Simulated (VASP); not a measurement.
Data:

```
ZnP2Si
1.0
   -2.62418     2.62418     5.10159
    2.62418    -2.62418     5.10159
    2.62418     2.62418    -5.10159
Zn Si P
2 2 4
Cartesian
  0.00000   0.00000   0.00000
  0.00000   2.62418   2.55079
  0.00000   0.00000   5.10159
  2.62418   0.00000   2.55079
  1.23402   1.31209   6.37698
  1.31209  -1.23402   3.82619
  1.39015   1.31209   1.27540
  1.31209   3.85820  -1.27540
```

Calculation: PBE GGA, VASP's PBE PAW potentials (set 64) (plane waves; VASP). Run with 500 eV cut-off, 6×6×6 Γ-centred mesh, Gaussian smearing of 0.050 eV, potentials Zn Si P.

Question: What does the run give for the energy per atom (σ→0), pressure, band gap (on the k-mesh) with the smallest direct gap where there is one?

Answer: 
| Quantity | Value |
|---|---|
| band gap (on the k-mesh) | 1.12 eV |
| smallest direct gap (on the k-mesh) | 1.12 eV |
| energy per atom (σ→0) | -4.599 eV/atom |
| pressure | 10.08 GPa |

The absolute energy has meaning only against runs of the same code, potentials and settings.

The compound is ZnSiP2 in the chalcopyrite structure. It was relaxed first under an external pressure of 10 GPa.
